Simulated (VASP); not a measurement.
Data:

```
AlN
1.0
    3.14921     0.00000     0.00000
   -1.57461     2.72730     0.00000
    0.00000     0.00000    10.30972
Al N
4 4
Direct
  0.00000   0.00000   0.00000
  0.00000   0.00000   0.50000
  0.66667   0.33333   0.75018
  0.33333   0.66667   0.25018
  0.00000   0.00000   0.81216
  0.00000   0.00000   0.31216
  0.66667   0.33333   0.56329
  0.33333   0.66667   0.06329
```

Calculation: PBEsol GGA, VASP's PBE PAW potentials (set 64) (plane waves; VASP). Numerical set-up: 400 eV cut-off, 10×10×3 Γ-centred mesh shifted by (0.5, 0.5, 0.5), Gaussian smearing of 0.050 eV, potentials Al N.

At this cut-off the stress carries a Pulay error, which pulls relaxed volumes low.

Problem. Give the stress tensor in GPa (positive for a compressed cell).

Solution. 
```
-12.49    0.00    0.00
  0.00  -12.49    0.00
  0.00    0.00  -14.72
```
The pressure is its mean diagonal, -13.23 GPa.

The structure was generated: AlN was put into an ordered model structure, which need not be its known phase. The cell was not relaxed at this level.
